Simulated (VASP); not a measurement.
Method: vdW-DF-cx, VASP's PBE PAW potentials (set 64) (plane waves; VASP).

Input for VASP

**INCAR**
```
LMAXMIX  =  4
LREAL  =  .FALSE.
ISIF  =  2   ! forces and stress, cell fixed
ENCUT  =  520
PREC  =  Accurate
SIGMA  =  0.1   ! width (eV)
LWAVE  =  .FALSE.
SYSTEM  =  Rb
LCHARG  =  .FALSE.
LUSE_VDW  =  .TRUE.
ISMEAR  =  1   ! Methfessel-Paxton
AGGAC  =  0.0
ALGO  =  Normal
EDIFF  =  1E-7   ! SCF stop (eV)
NELM  =  100
LASPH  =  .TRUE.
GGA  =  CX
```

File KPOINTS:
```
K-points
0
gamma
  9 9 9
0 0 0
```

### POSCAR
```
Rb
1
   -2.7903541948     2.7903541948     2.7903541948
    2.7903541948    -2.7903541948     2.7903541948
    2.7903541948     2.7903541948    -2.7903541948
Rb
1
Direct
  0.0000000000   0.0000000000   0.0000000000
```

POTCAR, in this order: Rb_sv (PBE.64 set). Program: vasp_std.

What VASP printed:

OUTCAR:
```
 ion  position               nearest neighbor table
   1  0.000  0.000  0.000-
  LATTYP: Found a body centered cubic cell.
 ALAT       =     5.5807083896
 Subroutine PRICEL returns:
 Original cell was already a primitive cell.
 Subroutine GETGRP returns: Found 48 space group operations
The static configuration has the point symmetry O_h .
The dynamic configuration has the point symmetry O_h .
 Subroutine INISYM returns: Found 48 space group operations
 Subroutine IBZKPT returns following result:
 Found     35 irreducible k-points:

 Following reciprocal coordinates:
            Coordinates               Weight
  0.000000  0.000000  0.000000      1.000000
  0.111111  0.000000  0.000000     12.000000
  0.222222  0.000000  0.000000     12.000000
  0.333333  0.000000  0.000000     12.000000
  0.444444  0.000000  0.000000     12.000000
  0.111111  0.111111  0.000000     24.000000
  0.222222  0.111111  0.000000     48.000000
  0.333333  0.111111  0.000000     48.000000
  0.444444  0.111111 -0.000000     24.000000
  0.222222  0.222222  0.000000     24.000000
  0.333333  0.222222 -0.000000     48.000000
  0.333333  0.333333  0.000000      8.000000
  0.111111  0.111111  0.111111      8.000000
  0.222222  0.111111  0.111111     24.000000
  0.333333  0.111111  0.111111     24.000000
 -0.111111  0.111111  0.111111      6.000000
  0.222222  0.222222  0.111111     24.000000
  0.333333  0.222222  0.111111     24.000000
 -0.222222  0.222222  0.111111     24.000000
 -0.333333  0.333333  0.111111     24.000000
 -0.222222  0.333333  0.111111     24.000000
 -0.444444  0.444444  0.111111     24.000000
 -0.333333  0.444444  0.111111     48.000000
 -0.444444 -0.444444  0.111111     24.000000
 -0.333333 -0.444444  0.111111     24.000000
...
```

### OSZICAR
```
       N       E                     dE             d eps       ncg     rms          rms(c)
DAV:   1     0.498351279070E+02    0.49835E+02   -0.34415E+03   560   0.832E+02
DAV:   2     0.393276309777E+01   -0.45902E+02   -0.44374E+02   632   0.144E+02
DAV:   3     0.128270186079E+01   -0.26501E+01   -0.26385E+01   752   0.393E+01
DAV:   4     0.120910508637E+01   -0.73597E-01   -0.73599E-01   928   0.535E+00
DAV:   5     0.120881915666E+01   -0.28593E-03   -0.28593E-03   880   0.299E-01    0.117E+00
DAV:   6     0.120638193623E+01   -0.24372E-02   -0.24689E-03   848   0.313E-01    0.709E-01
DAV:   7     0.120325726368E+01   -0.31247E-02   -0.67130E-03   640   0.516E-01    0.480E-02
DAV:   8     0.120280944888E+01   -0.44781E-03   -0.64196E-04   808   0.168E-01    0.164E-02
DAV:   9     0.120277666547E+01   -0.32783E-04   -0.53692E-05   848   0.403E-02    0.511E-03
DAV:  10     0.120277437402E+01   -0.22915E-05   -0.10206E-05   784   0.197E-02    0.127E-03
DAV:  11     0.120277429837E+01   -0.75656E-07   -0.29395E-07   832   0.417E-03
   1 F= 0.12027743E+01 E0= 0.12031070E+01  d E =-.998074E-03
```

File OUTCAR:
```
------------------------ aborting loop because EDIFF is reached ----------------------------------------
  FORCE on cell =-STRESS in cart. coord.  units (eV):
  Direction    XX          YY          ZZ          XY          YZ          ZX
  --------------------------------------------------------------------------------------
  Total        0.0339801      0.0339801      0.0339801      0.0000000     -0.0000000      0.0000000
  in kB        0.6264652      0.6264652      0.6264652      0.0000000     -0.0000000      0.0000000
  external PRESSURE =       0.6264652 kB  Pullay stress =       0.0000000 kB
  volume of cell :       86.90
      direct lattice vectors                 reciprocal lattice vectors
    -2.790354195  2.790354195  2.790354195     0.000000000  0.179188721  0.179188721
     2.790354195 -2.790354195  2.790354195     0.179188721  0.000000000  0.179188721
     2.790354195  2.790354195 -2.790354195     0.179188721  0.179188721  0.000000000
 POSITION                                       TOTAL-FORCE (eV/Angst)
 -----------------------------------------------------------------------------------
      0.00000      0.00000      0.00000        -0.000000      0.000000      0.000000
 -----------------------------------------------------------------------------------
    total drift:                               -0.000000     -0.000000      0.000000
  FREE ENERGIE OF THE ION-ELECTRON SYSTEM (eV)
  ---------------------------------------------------
  free  energy   TOTEN  =         1.2027742984 eV

  energy  without entropy=        1.2037723719  energy(sigma->0) =        1.20310699
```
(Selected blocks of OUTCAR.)

The compound is Rb in the bcc structure. This cell is one point of a volume scan, at 0.97 of the reference volume.
